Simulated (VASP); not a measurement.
Level of theory: LDA (Ceperley-Alder, Perdew-Zunger), VASP's LDA PAW potentials (set 64) (plane waves; VASP).

Input for VASP

### INCAR
```
SYSTEM = C
PREC = Accurate
ENCUT = 520
EDIFF = 1E-7
NELM = 100
ALGO = Normal
LREAL = .FALSE.
LASPH = .TRUE.
ISMEAR = 0
SIGMA = 0.05
LWAVE = .FALSE.
LCHARG = .FALSE.
LORBIT = 11
ICHARG = 11
```

KPOINTS:
```
k-points along high-symmetry lines
10
Line-mode
Reciprocal
  0.000000   0.000000   0.000000 ! GAMMA
  0.000000   0.500000   0.000000 ! M

  0.000000   0.500000   0.000000 ! M
 -0.333333   0.666667   0.000000 ! K

 -0.333333   0.666667   0.000000 ! K
  0.000000   0.000000   0.000000 ! GAMMA

  0.000000   0.000000   0.000000 ! GAMMA
  0.000000   0.000000   0.500000 ! A

  0.000000   0.000000   0.500000 ! A
  0.000000   0.500000   0.500000 ! L

  0.000000   0.500000   0.500000 ! L
 -0.333333   0.666667   0.500000 ! H

 -0.333333   0.666667   0.500000 ! H
  0.000000   0.000000   0.500000 ! A

  0.000000   0.500000   0.500000 ! L
  0.000000   0.500000   0.000000 ! M

 -0.333333   0.666667   0.500000 ! H
 -0.333333   0.666667   0.000000 ! K
```

**POSCAR**
```
C
1.0
  1.2235686551  -2.1192825917   0.0000000000
  1.2235686551   2.1192825917   0.0000000000
  0.0000000000   0.0000000000   6.6185441645
C
4
direct
  0.0000000000   0.0000000000   0.2500000000
  0.0000000000   0.0000000000   0.7500000000
  0.3333330000   0.6666670000   0.2500000000
  0.6666670000   0.3333330000   0.7500000000
```

POTCAR, in this order: C (LDA.64 set). Program: vasp_std. Read from the step before: CHGCAR.

The resulting files:

**OSZICAR**
```
       N       E                     dE             d eps       ncg     rms          rms(c)
DAV:   1     0.434707555611E+02    0.43471E+02   -0.81584E+03  2160   0.122E+03
DAV:   2    -0.334308904749E+02   -0.76902E+02   -0.69990E+02  3044   0.217E+02
DAV:   3    -0.369021747136E+02   -0.34713E+01   -0.34272E+01  2744   0.458E+01
DAV:   4    -0.369432019190E+02   -0.41027E-01   -0.40979E-01  2700   0.563E+00
DAV:   5    -0.369441407791E+02   -0.93886E-03   -0.93860E-03  2716   0.748E-01
DAV:   6    -0.369441727476E+02   -0.31968E-04   -0.31967E-04  2804   0.123E-01
DAV:   7    -0.369441735370E+02   -0.78940E-06   -0.78961E-06  2676   0.181E-02
DAV:   8    -0.369441735528E+02   -0.15822E-07   -0.15623E-07  2280   0.294E-03
   1 F= -.36944174E+02 E0= -.36939356E+02  d E =-.963596E-02
```

File OUTCAR:
```
 val. band max:        4.7870099054   @ k =  -0.3333   0.6667   0.2222

 cond. band min:       4.7944443180   @ k =  -0.3333   0.6667   0.2778



 k-point     1 :       0.0000    0.0000    0.0000
  band No.  band energies     occupation
      1     -14.8120      2.00000
      2     -14.4594      2.00000
      3      -3.9821      2.00000
      4      -1.7938      2.00000
      5       1.8130      2.00000
      6       1.8131      2.00000
      7       1.8337      2.00000
      8       1.8337      2.00000
      9       8.7351      0.00000
     10      13.2301      0.00000
     11      13.2450      0.00000
     12      13.2900      0.00000

 k-point     2 :       0.0000    0.0556    0.0000
  band No.  band energies     occupation
      1     -14.7379      2.00000
      2     -14.3867      2.00000
      3      -3.8906      2.00000
      4      -1.7087      2.00000
      5       1.5164      2.00000
      6       1.5455      2.00000
      7       1.6502      2.00000
      8       1.6768      2.00000
      9       8.8243      0.00000
     10      13.2694      0.00000
     11      13.3387      0.00000
     12      13.5532      0.00000

 k-point     3 :       0.0000    0.1111    0.0000
  band No.  band energies     occupation
      1     -14.5153      2.00000
      2     -14.1689      2.00000
      3      -3.6170      2.00000
      4      -1.4543      2.00000
      5       0.7007      2.00000
      6       0.7493      2.00000
      7       1.2207      2.00000
      8       1.2577      2.00000
      9       9.0930      0.00000
     10      13.2952      0.00000
     11      13.4188      0.00000
     12      14.4654      0.00000

 k-point     4 :       0.0000    0.1667    0.0000
  band No.  band energies     occupation
      1     -14.1456      2.00000
      2     -13.8071      2.00000
      3      -3.1637      2.00000
      4      -1.0349      2.00000
      5      -0.4746      2.00000
      6      -0.4016      2.00000
      7       0.6461      2.00000
...
```

The density is held fixed in this step, so its total energy and stress have no physical meaning.

The compound is C in the graphite structure. It was relaxed first.
